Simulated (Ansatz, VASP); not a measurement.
Two plane-wave programs on HfZrSe4

```
CELL_PARAMETERS angstrom
6.06276 0.00000 0.00000
-3.03138 5.25050 0.00000
0.00000 0.00000 4.91295
ATOMIC_POSITIONS crystal
Zr 0.66667 0.33333 0.00000
Hf 0.33333 0.66667 0.00000
Se 0.00000 0.00000 0.00000
Se 0.33164 0.16582 0.50000
Se 0.83418 0.16582 0.50000
Se 0.83418 0.66836 0.50000
```

Change from the starting cell: species swapped into the HoCo4Cu type (P-6m2, No. 187).

Alike in both runs: task relaxation of cell and atoms; functional PBE; k mesh 3 × 3 × 4; occupations gaussian, width 0.1 eV; no spin polarisation.

```csv
,VASP,Ansatz
version,VASP 6.6.1,Ansatz 0.2.0
potentials or method,"VASP PAW PBE potentials, release 64 (Zr_sv, Hf_pv, Se)","scalar-relativistic, plane waves, PAW"
plane-wave cutoff (eV),600,420
valence electrons in the cell,46,102
```

|  | VASP | Ansatz | Ansatz less VASP |
| --- | --- | --- | --- |
| gap on the k mesh at the Fermi level, each at its own relaxed structure (eV) | none | none | - |
| relaxed volume (Å³/atom) | 22.27 | 22.28 | +0.015 |
| relaxed cell length with the largest relative difference (Å) | 5.627 | 5.629 | +0.0023 |
| energy change over the relaxation (meV/atom) | -147 | -146 | +1.3 |

A gap of «none» marks a metal or a gap that the smearing closes. The two sets of potentials don't hold the same shells in valence.

Caveats: the k mesh is coarse (spacing up to 0.40 Å⁻¹), so the values aren't converged. The runs have no spin-orbit coupling, so splittings on Hf are missing.
